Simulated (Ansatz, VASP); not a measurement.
This is a calculation of MoI for Ansatz 0.2.0.

The input input.yaml:

```yaml
crystal:
  lattice:
    - [0.0, 3.1999039894, 3.1999039894]
    - [3.1999039894, 0.0, 3.1999039894]
    - [3.1999039894, 3.1999039894, 0.0]
  atoms:
    - { symbol: Mo, position: [0.0, 0.0, 0.0] }
    - { symbol: I, position: [0.75, 0.75, 0.75] }
kpoints:
  mp_grid: { grid: [7, 7, 7] }
scf:
  occupations: { method: fermi_dirac, width: 0.05 }
hamiltonian:
  xc: pbe
  pseudopotentials: { kind: all_electron, lapw: { basis_error: 0.0005 } }
output:
  forces: true
  stress: true
  eigenvalues: true
```

Potentials or basis: all-electron LAPW, scalar-relativistic.

The run is started by

```bash
$ ansatz run input.yaml --threads 1 --pin off --max-ram 3072MiB --backend cpu --events-out ev --progress --plain --runs-dir out
```

Task: Set up the same calculation for VASP 6.6.1. Potentials there: VASP PAW PBE potentials, release 64 (Mo_sv, I).

Result: As run (the cutoff follows the program's own potentials):

Contents of INCAR:

```
PREC = Accurate
ENCUT = 520
EDIFF = 1E-7
ISMEAR = -1
SIGMA = 0.05
LREAL = F
LASPH = T
NELM = 80
ALGO = Normal
ISIF = 2
LWAVE = F
LCHARG = F
GGA = PE
NBANDS = 18
```

KPOINTS

```
regular mesh
0
Gamma
  7 7 7
```

File POSCAR:

```
MoI
1.0
    0.0000000000      3.1999039894      3.1999039894
    3.1999039894      0.0000000000      3.1999039894
    3.1999039894      3.1999039894      0.0000000000
Mo I
1 1
Direct
    0.0000000000      0.0000000000      0.0000000000
    0.7500000000      0.7500000000      0.7500000000
```

Potentials or basis: VASP PAW PBE potentials, release 64 (Mo_sv, I).

Run with:

```bash
$ cat potpaw_PBE.64/Mo_sv/POTCAR potpaw_PBE.64/I/POTCAR > POTCAR
$ mpirun -np 1 vasp_std > vasp.out
```

Both were run:

|  | VASP | Ansatz | Ansatz less VASP |
| --- | --- | --- | --- |
| gap on the k mesh at the Fermi level (eV) | none | none | - |
| pressure (GPa) | -8.1 | -8.1 | +0.04 |

A gap of «none» marks a metal or a gap that the smearing closes. Ansatz ran all-electron here, so the differences hold the error of VASP's frozen core and of both bases.

Caveats: an odd number of electrons without spin polarisation forces a metal; a magnetic or distorted state may lie lower. Spin-orbit coupling is left out, which matters for the levels of I.
